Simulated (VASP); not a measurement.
A convergence study with VASP on ZnSe (zinc blende): one setting is varied, all else stays as given below, so the limit is that of these other settings.

```
ZnSe
1.0
    0.00000     2.83500     2.83500
    2.83500     0.00000     2.83500
    2.83500     2.83500     0.00000
Zn Se
1 1
Direct
  0.00000   0.00000   0.00000
  0.25000   0.25000   0.25000
```

Calculation: LDA (Ceperley-Alder, Perdew-Zunger), VASP's LDA PAW potentials (set 64) (plane waves; VASP). The tightest run used: 550 eV cut-off, 17×17×17 Γ-centred mesh, Gaussian smearing of 0.050 eV, potentials Zn Se.

Question: The settings run are 1×1×1 mesh; 2×2×2 mesh; 3×3×3 mesh; 4×4×4 mesh; 5×5×5 mesh; 6×6×6 mesh; 7×7×7 mesh; 8×8×8 mesh; 9×9×9 mesh; 10×10×10 mesh; 11×11×11 mesh; 12×12×12 mesh; 13×13×13 mesh; 14×14×14 mesh; 15×15×15 mesh; 16×16×16 mesh; 17×17×17 mesh. From which on does the energy per atom stay within 0.001 eV/atom of the tightest run?

Answer: From 8×8×8 mesh on: it is off by 0.0005 there and by no more than 0.001 in any finer run, while 7×7×7 mesh is off by 0.0013.
| setting | E (eV/atom) | pressure (GPa) | irreducible k-points | difference judged (eV/atom) |
|---|---|---|---|---|
| 1×1×1 mesh | 3.3331 | 44.19 | 1 | 7.0082 |
| 2×2×2 mesh | -2.8979 | 2.62 | 3 | 0.7772 |
| 3×3×3 mesh | -3.5233 | -1.84 | 4 | 0.1518 |
| 4×4×4 mesh | -3.6376 | -2.83 | 8 | 0.0375 |
| 5×5×5 mesh | -3.6643 | -3.09 | 10 | 0.0108 |
| 6×6×6 mesh | -3.6716 | -3.15 | 16 | 0.0035 |
| 7×7×7 mesh | -3.6738 | -3.17 | 20 | 0.0013 |
| 8×8×8 mesh | -3.6746 | -3.17 | 29 | 0.0005 |
| 9×9×9 mesh | -3.6749 | -3.17 | 35 | 0.0002 |
| 10×10×10 mesh | -3.6750 | -3.17 | 47 | 0.0001 |
| 11×11×11 mesh | -3.6751 | -3.17 | 56 | 0.0000 |
| 12×12×12 mesh | -3.6751 | -3.17 | 72 | 0.0000 |
| 13×13×13 mesh | -3.6751 | -3.17 | 84 | 0.0000 |
| 14×14×14 mesh | -3.6751 | -3.17 | 104 | 0.0000 |
| 15×15×15 mesh | -3.6751 | -3.17 | 120 | 0.0000 |
| 16×16×16 mesh | -3.6751 | -3.17 | 145 | 0.0000 |
| 17×17×17 mesh | -3.6751 | -3.17 | 165 | 0.0000 |

Left out are rungs that failed or repeat a setting and relaxations that didn't move; long series are thinned to 24 rows.

The compound is ZnSe in the zinc blende structure. The cell was not relaxed at this level.
